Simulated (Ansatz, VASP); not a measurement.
# CdS (Greenockite): VASP beside Ansatz, part 2 of 2

Wanted: the spread between two codes on one cell, functional and k mesh. The cell is taken from a series of runs on this material, whose earlier steps may have relaxed, scaled, displaced or heated it; both programs get it as it stands.

VASP 6.6.1 and Ansatz 0.2.0.

So far: Starting point; VASP: relaxation of cell and atoms, PBE with D3(BJ); Ansatz: relaxation of cell and atoms, PBE with D3(BJ); Side by side.

### 5. VASP: zone-centre phonons, PBE with D3(BJ)

Level of this step: PBE with D3(BJ); plane waves and PAW (Cd, S) (VASP).

Second derivatives magnify differences that forces hide, and they need a tight electronic threshold.

Contents of INCAR:

```
SYSTEM = CdS
PREC = Accurate
ENCUT = 500
EDIFF = 1E-08
NELM = 120
ISMEAR = 0
SIGMA = 0.01
LREAL = .FALSE.
ALGO = Normal
GGA = PE
IVDW = 12
NBANDS = 24
LORBIT = 11
LWAVE = .FALSE.
LCHARG = .FALSE.
ISIF = 2
IBRION = 6
NFREE = 2
POTIM = 0.015
NSW = 1
LASPH = .TRUE.
GGA_COMPAT = .FALSE.
EFERMI = MIDGAP
KPAR = 2
```

Contents of POSCAR:

```
CdS
1.0
    4.1434023948      0.0000000000      0.0000000000
   -2.0717011974      3.5882917320      0.0000000000
    0.0000000000      0.0000000000      6.7494696329
Cd S
2 2
Direct
    0.3333333333      0.6666666667      0.9994044269
    0.6666666667      0.3333333333      0.4994044269
    0.3333333333      0.6666666667      0.3755955731
    0.6666666667      0.3333333333      0.8755955731
```

Contents of KPOINTS:

```
Automatic mesh
0
Gamma
9 9 4
0 0 0
```

PAW data sets: Cd and S (PBE family, release 64).

On the command line:

```bash
mpirun -np 2 vasp_std
```

Numbers of over 12 decimals in the logs are rounded to 6 here.

What it wrote:

```text
[... set-up lines as in an earlier step ...]
 entering main loop
       N       E                     dE             d eps       ncg     rms          rms(c)
DAV:   1     0.243646623675E+03    0.24365E+03   -0.17349E+04  1728   0.134E+03
DAV:   2    -0.694686327654E+00   -0.24434E+03   -0.23711E+03  1992   0.333E+02
DAV:   3    -0.132303726570E+02   -0.12536E+02   -0.12492E+02  2112   0.770E+01
DAV:   4    -0.133517608735E+02   -0.12139E+00   -0.12135E+00  2040   0.743E+00
[...]
DAV:  17    -0.122665831770E+02   -0.38983E-07   -0.14965E-09  1536   0.245E-04    0.677E-04
DAV:  18    -0.122665832108E+02   -0.33799E-07   -0.13691E-08  1216   0.988E-04    0.824E-05
DAV:  19    -0.122665832080E+02    0.27726E-08   -0.23114E-09   992   0.393E-04
   1 F= -.13477571E+02 E0= -.13477571E+02  d E =0.000000E+00
[... from here on, the cycles between the ionic steps are left out ...]
   2 F= -.13477007E+02 E0= -.13477007E+02  d E =0.000000E+00
   3 F= -.13477007E+02 E0= -.13477007E+02  d E =0.000000E+00
   4 F= -.13476828E+02 E0= -.13476828E+02  d E =0.000000E+00
   5 F= -.13476837E+02 E0= -.13476837E+02  d E =0.000000E+00
   6 F= -.13476935E+02 E0= -.13476935E+02  d E =0.000000E+00
   7 F= -.13476935E+02 E0= -.13476935E+02  d E =0.000000E+00
   8 F= -.13476727E+02 E0= -.13476727E+02  d E =0.000000E+00
   9 F= -.13476724E+02 E0= -.13476724E+02  d E =0.000000E+00
 Finite differences progress:
  Degree of freedom:   4/  4
  Displacement:        2/  2
  Total:               8/  8
```

Parts of OUTCAR (step 5):

```text
 Edisp (eV)   -1.21096

 Edisp (eV)   -1.21102

  Total       0.14023     0.14023     0.32640     0.00000     0.00000     0.00000
  in kB       2.23884     2.23884     5.21130     0.00000     0.00000     0.00000
  external pressure =        3.23 kB  Pullay stress =        0.00 kB

 POSITION                                       TOTAL-FORCE (eV/Angst)
 -----------------------------------------------------------------------------------
     -0.00000      2.39219      6.74545        -0.000000     -0.000000     -0.059013
      2.07170      1.19610      3.37072         0.000000     -0.000000     -0.015866
     -0.00000      2.39219      2.52007        -0.000000     -0.000000      0.115021
      2.07170      1.19610      5.90981        -0.000000      0.000000     -0.040142
 -----------------------------------------------------------------------------------
    total drift:                               -0.000000     -0.000000     -0.001307

  FREE ENERGIE OF THE ION-ELECTRON SYSTEM (eV)
  ---------------------------------------------------
  free  energy   TOTEN  =       -13.4767239304 eV

  energy  without entropy=      -13.4767239304  energy(sigma->0) =      -13.47672393

[... 1 part as in an earlier step ...]

[... 2 further parts left out ...]
[key lines of the parts left out:]
E-fermi :   1.8184
```

Levels, forces or a CONTCAR printed for this step are those of its last displaced cell, not of the structure at rest.

### 6. Ansatz: zone-centre phonons, PBE with D3(BJ)

The same cell, functional and mesh now go to Ansatz, which takes its cutoff from its data sets.

The cell is taken from a series of runs on this material, whose earlier steps may have relaxed, scaled, displaced or heated it; both programs get it as it stands.

Contents of input.yaml:

```yaml
crystal:
  lattice:
    - [4.1434023948, 0.0, 0.0]
    - [-2.0717011974, 3.588291732, 0.0]
    - [0.0, 0.0, 6.7494696329]
  atoms:
    - { symbol: Cd, position: [0.3333333333, 0.6666666667, -0.0005955731] }
    - { symbol: Cd, position: [0.6666666667, 0.3333333333, 0.4994044269] }
    - { symbol: S, position: [0.3333333333, 0.6666666667, 0.3755955731] }
    - { symbol: S, position: [0.6666666667, 0.3333333333, 0.8755955731] }
kpoints:
  mp_grid: { grid: [9, 9, 4] }
hamiltonian:
  xc: pbe
  dispersion: d3bj
  pseudopotentials: { kind: paw, azcp: { folder: soft_1 } }
scf:
  occupations: { method: fixed }
output:
  eigenvalues: true
phonons:
  method: dfpt
  dielectric: true
  rigid_motions: translations
```

On the command line:

```bash
ansatz run input.yaml --threads 8 --pin off --max-ram 15360MiB --backend cpu --events-out ev --progress --plain --runs-dir out
```

What it wrote:

```text
[...]
Crystal: 4 atoms, lattice volume = 100.349 Å³
Basis set: ecut = 420 eV, 1967 PW (Γ), exchange–correlation on 60×60×96 points (8 copies of the dense FFT grid, shifted against one another)
Bands: 32, of which v1, the nominal top of the filled ones, is band 26 counted from 1 (25 counted from 0)
Symmetry: 12 space group operations
k-points: 95 of 324 (irreducible under 2 space group operations, time reversal used)
[...]
optical modes at Γ + LO–TO along q̂ = [1.0000, 0.0000, 0.0000]:
      ω (cm⁻¹)  modes    IR ((D/Å)²/amu)
[...]
optical modes at Γ + LO–TO along q̂ = [0.0000, 1.0000, 0.0000]:
      ω (cm⁻¹)  modes    IR ((D/Å)²/amu)
[...]
optical modes at Γ + LO–TO along q̂ = [0.0000, 0.0000, 1.0000]:
      ω (cm⁻¹)  modes    IR ((D/Å)²/amu)
[...]
234.17      2            16.8166
        247.81      2             0.0000
        289.18      1             9.1458
        294.66      1             0.0000
[key lines of the parts left out:]
SCF converged after 10 iterations
Free energy (F): -18316.991640 eV
Fermi energy:    6.751447 eV
```

### 7. Differences

What differs besides the data sets and the points named for the pairs above, as far as they apply: the data sets hold 52 valence electrons in Ansatz (on its PAW soft_1 files) and 36 in VASP; Ansatz takes the dispersion share of the force constants at frozen C6 weights, VASP differentiates the full forces; VASP uses finite displacements, Ansatz perturbation theory. Total energies have different zeros and are not compared.

Compared:

| quantity | Ansatz | VASP | difference |
| --- | --- | --- | --- |
| optical mode 1 to 2 (cm⁻¹) | 38.9 | 36.4 | +2.6 |
| optical mode 3 (cm⁻¹) | 133.3 | 133.8 | -0.30 % |
| optical mode 4 (cm⁻¹) | 227.5 | 230.4 | -1.28 % |
| optical mode 5 to 6 (cm⁻¹) | 234.2 | 237.0 | -1.19 % |
| optical mode 7 to 8 (cm⁻¹) | 247.8 | 250.8 | -1.20 % |
| optical mode 9 (cm⁻¹) | 294.7 | 297.3 | -0.89 % |

Modes are paired by rising frequency, not by their patterns, so a pair may set unlike modes beside each other; they are those without the splitting of longitudinal modes.

### 8. What came out

```json
{"difference in volume (relaxation of cell and atoms, PBE with D3(BJ))": "-0.53 %", "r.m.s. difference of the optical zone-centre modes, each program's sorted by frequency (zone-centre phonons, PBE with D3(BJ))": "2.7 cm⁻¹", "difference in optical mode 4 (zone-centre phonons, PBE with D3(BJ))": "-1.3 %"}
```

In words: The difference in volume is -0.53 % (relaxation of cell and atoms, PBE with D3(BJ)), within the 1.2 % picked in this series as the mark of a large difference, as far as the stopping tolerances let one tell. The data sets hold unlike numbers of valence electrons (52 in Ansatz and 36 in VASP), so part of the differences comes from the potentials. Among the rows given in per cent, the largest difference of the zone-centre phonons, PBE with D3(BJ) pair is in optical mode 4, -1.3 %. Such differences can come from data sets, numerical settings and the points named under the comparisons, not from the functional's error against experiment.

[Lines on the potential files, build, host, timing and source positions are cut from VASP's logs without a mark.]

[Logs are printed without paths, hosts, clocks, repeated set-up lines and the standing remarks that a program may print on its own settings, such as how far it seeks lower states.]

[Hosts, paths, dates, database ids (printed as entryN), source tags and the programs' standing remarks are cut or masked in the printed files.]
